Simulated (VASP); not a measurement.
All values below come from PBE GGA, VASP's PBE PAW potentials (set 64) (plane waves; VASP).

A VASP calculation is set up with these files.

### POSCAR
```
Na
1.0
 -2.1300000000   2.1300000000   2.1300000000
  2.1300000000  -2.1300000000   2.1300000000
  2.1300000000   2.1300000000  -2.1300000000
Na
1
Cartesian
  0.0000000000   0.0000000000   0.0000000000
```

**KPOINTS**
```
Regular mesh
0
gamma
 11 11 11
0 0 0
```

INCAR:
```
SYSTEM = Na
PREC = Accurate
ENCUT = 400
EDIFF = 1E-6
NELM = 100
ALGO = Normal
LREAL = .FALSE.
LASPH = .TRUE.
ISMEAR = 1
SIGMA = 0.1
GGA = PE
LWAVE = .FALSE.
LCHARG = .FALSE.
ISIF = 2
ISYM = 0
```

POTCAR, in this order: Na_pv (PBE.64 set). Program: vasp_std.

Output of the run:

**OUTCAR**
```
 ion  position               nearest neighbor table
   1  0.000  0.000  0.000-
 Subroutine IBZKPT returns following result:
 Found    666 irreducible k-points:

 Following reciprocal coordinates:
            Coordinates               Weight
  0.000000  0.000000  0.000000      1.000000
  0.090909  0.000000  0.000000      2.000000
  0.000000  0.090909  0.000000      2.000000
  0.000000  0.000000  0.090909      2.000000
  0.090909  0.000000 -0.090909      2.000000
  0.090909 -0.090909  0.000000      2.000000
  0.000000  0.090909 -0.090909      2.000000
  0.181818  0.000000  0.000000      2.000000
  0.000000  0.181818  0.000000      2.000000
  0.000000  0.000000  0.181818      2.000000
  0.181818  0.000000 -0.181818      2.000000
  0.181818 -0.181818  0.000000      2.000000
  0.000000  0.181818 -0.181818      2.000000
  0.272727  0.000000  0.000000      2.000000
  0.000000  0.272727  0.000000      2.000000
  0.000000  0.000000  0.272727      2.000000
  0.272727  0.000000 -0.272727      2.000000
  0.272727 -0.272727  0.000000      2.000000
  0.000000  0.272727 -0.272727      2.000000
  0.363636  0.000000  0.000000      2.000000
  0.000000  0.363636  0.000000      2.000000
  0.000000  0.000000  0.363636      2.000000
  0.363636  0.000000 -0.363636      2.000000
  0.363636 -0.363636  0.000000      2.000000
  0.000000  0.363636 -0.363636      2.000000
  0.454545  0.000000  0.000000      2.000000
  0.000000  0.454545  0.000000      2.000000
  0.000000  0.000000  0.454545      2.000000
  0.454545  0.000000 -0.454545      2.000000
  0.454545 -0.454545  0.000000      2.000000
  0.000000  0.454545 -0.454545      2.000000
  0.090909  0.090909  0.000000      2.000000
  0.000000  0.090909  0.090909      2.000000
  0.090909  0.000000  0.090909      2.000000
  0.181818  0.000000 -0.090909      2.000000
  0.181818 -0.090909  0.000000      2.000000
  0.181818 -0.090909 -0.090909      2.000000
  0.090909  0.090909 -0.181818      2.000000
  0.090909  0.000000 -0.181818      2.000000
  0.000000  0.090909 -0.181818      2.000000
   k-points           NKPTS =    666   k-points in BZ     NKDIM =    666   number of bands    NBANDS=      7
   number of dos      NEDOS =    301   number of ions     NIONS =      1
   total plane-waves  NPLWV =  13824
   dimension x,y,z NGX =    24 NGY =   24 NGZ =   24
   dimension x,y,z NGXF=    48 NGYF=   48 NGZF=   48
   ions per type =               1
   PREC   = accura    normal or accurate (medium, high low for compatibility)
   ISTART =      0    job   : 0-new  1-cont  2-samecut
   ICHARG =      2    charge: 1-file 2-atom 10-const
   ISPIN  =      1    spin polarized calculation?
   LNONCOLLINEAR =      F non collinear calculations
   LSORBIT =      F    spin-orbit coupling
   INIWAV =      1    electr: 0-lowe 1-rand  2-diag
   ENCUT  =  400.0 eV  29.40 Ry    5.42 a.u.   6.02  6.02  6.02*2*pi/ulx,y,z
   NELM   =    100;   NELMIN=  2; NELMDL= -5     # of ELM steps
   EDIFF  = 0.1E-05   stopping-criterion for ELM
   LREAL  =      F    real-space projection
   NLSPLINE    = F    spline interpolate recip. space projectors
   LMAXMIX     =    2 max onsite mixed and CHGCAR
   VOSKOWN=      0    Vosko Wilk Nusair interpolation
   EDIFFG = 0.1E-04   stopping-criterion for IOM
   NSW    =      0    number of steps for IOM
   NBLOCK =      1;   KBLOCK =      1    inner block; outer block
   IBRION =     -1    ionic relax: 0-MD 1-quasi-New 2-CG
   NFREE  =      0    steps in history (QN), initial steepest desc. (CG)
   ISIF   =      2    stress and relaxation
   ISYM   =      0    0-nonsym 1-usesym 2-fastsym
   TEIN   =    0.0    initial temperature
...
```

**OSZICAR**
```
       N       E                     dE             d eps       ncg     rms          rms(c)
DAV:   1     0.173934059379E+02    0.17393E+02   -0.35333E+03  9562   0.676E+02
DAV:   2    -0.958562285525E+00   -0.18352E+02   -0.18342E+02  9646   0.131E+02
DAV:   3    -0.130918580116E+01   -0.35062E+00   -0.35062E+00 11914   0.257E+01
DAV:   4    -0.131228627744E+01   -0.31005E-02   -0.31005E-02 11543   0.207E+00
DAV:   5    -0.131232680225E+01   -0.40525E-04   -0.40525E-04 12089   0.201E-01    0.206E-01
DAV:   6    -0.131209575326E+01    0.23105E-03   -0.54048E-04 11256   0.372E-01    0.139E-01
DAV:   7    -0.131197715713E+01    0.11860E-03   -0.11371E-03  9877   0.451E-01    0.151E-02
DAV:   8    -0.131196900339E+01    0.81537E-05   -0.51853E-05 11515   0.160E-01    0.297E-03
DAV:   9    -0.131196964337E+01   -0.63998E-06   -0.20115E-07  5600   0.602E-03
   1 F= -.13119696E+01 E0= -.13118604E+01  d E =-.327644E-03
```

**OUTCAR**
```
------------------------ aborting loop because EDIFF is reached ----------------------------------------
  FORCE on cell =-STRESS in cart. coord.  units (eV):
  Direction    XX          YY          ZZ          XY          YZ          ZX
  --------------------------------------------------------------------------------------
  Total       -0.1230818     -0.1230815     -0.1230810     -0.0000426     -0.0000432     -0.0000432
  in kB       -5.1015903     -5.1015801     -5.1015591     -0.0017658     -0.0017892     -0.0017897
  external PRESSURE =      -5.1015765 kB  Pullay stress =       0.0000000 kB
  volume of cell :       38.65
      direct lattice vectors                 reciprocal lattice vectors
    -2.130000000  2.130000000  2.130000000     0.000000000  0.234741784  0.234741784
     2.130000000 -2.130000000  2.130000000     0.234741784  0.000000000  0.234741784
     2.130000000  2.130000000 -2.130000000     0.234741784  0.234741784  0.000000000
 POSITION                                       TOTAL-FORCE (eV/Angst)
 -----------------------------------------------------------------------------------
      0.00000      0.00000      0.00000        -0.000000     -0.000001     -0.000000
 -----------------------------------------------------------------------------------
    total drift:                               -0.000000     -0.000001     -0.000000
  FREE ENERGIE OF THE ION-ELECTRON SYSTEM (eV)
  ---------------------------------------------------
  free  energy   TOTEN  =        -1.3119696434 eV

  energy  without entropy=       -1.3116419994  energy(sigma->0) =       -1.31186043
```
(Selected blocks of OUTCAR.)

The compound is Na in the bcc structure. The cell was not relaxed at this level. The run is one of a series of settings (ISYM = 0 against the base run), some of them coarse on purpose.
